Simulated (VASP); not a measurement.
```
Nb
1.0
   -1.68300     1.68300     1.68300
    1.68300    -1.68300     1.68300
    1.68300     1.68300    -1.68300
Nb
1
Cartesian
  0.00000   0.00000   0.00000
```

Method: PBE GGA, VASP's PBE PAW potentials (set 64) (plane waves; VASP 6.6.1). Numerical set-up: 400 eV cut-off, KSPACING 0.6 per Å, first-order Methfessel-Paxton smearing of 0.10 eV, potentials Nb_sv.

Task: Give the stress tensor in GPa (positive for a compressed cell).

Result: 
```
-10.53    0.00    0.00
  0.00  -10.53    0.00
  0.00    0.00  -10.53
```
The pressure is its mean diagonal, -10.53 GPa.

The compound is Nb in the bcc structure. The cell was not relaxed at this level. The run is one of a series of settings (KGAMMA = .TRUE., KSPACING = 0.6, KPOINTS file removed against the base run), some of them coarse on purpose.
